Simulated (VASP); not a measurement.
Runs of VASP 6.6.1 on Al. The structure is cubic, space group Fm-3m (No. 225). The conventional cell has a = 4.016 Å, b = 4.016 Å, c = 4.016 Å, α = 90.00°, β = 90.00°, γ = 90.00°. Around Al (site symmetry m-3m) lie 12 Al at 2.84 Å. 

```csv
level,k mesh,cutoff (eV),smearing,gap on the mesh (eV),pressure (GPa)
r2SCAN,18 × 18 × 18,520,gaussian 0.1 eV,none,(a)
PBEsol,18 × 18 × 18,520,gaussian 0.5 eV,none,0.2
PBEsol,18 × 18 × 18,900,gaussian 0.1 eV,none,0.0
PBEsol,18 × 18 × 18,700,gaussian 0.1 eV,none,0.0
PBEsol,28 × 28 × 28,520,gaussian 0.1 eV,none,0.0
```

Alike in all rows: task single point; potentials or basis VASP PAW PBE potentials, release 64 (Al); no spin polarisation; cell as given.

Task: Fill in the values left out.

Result: (a) -1.9.

Caveats: the PAW data sets were made with another functional, which shifts forces and pressure a little.

A gap of «none» marks a metal or a gap under the smearing width.
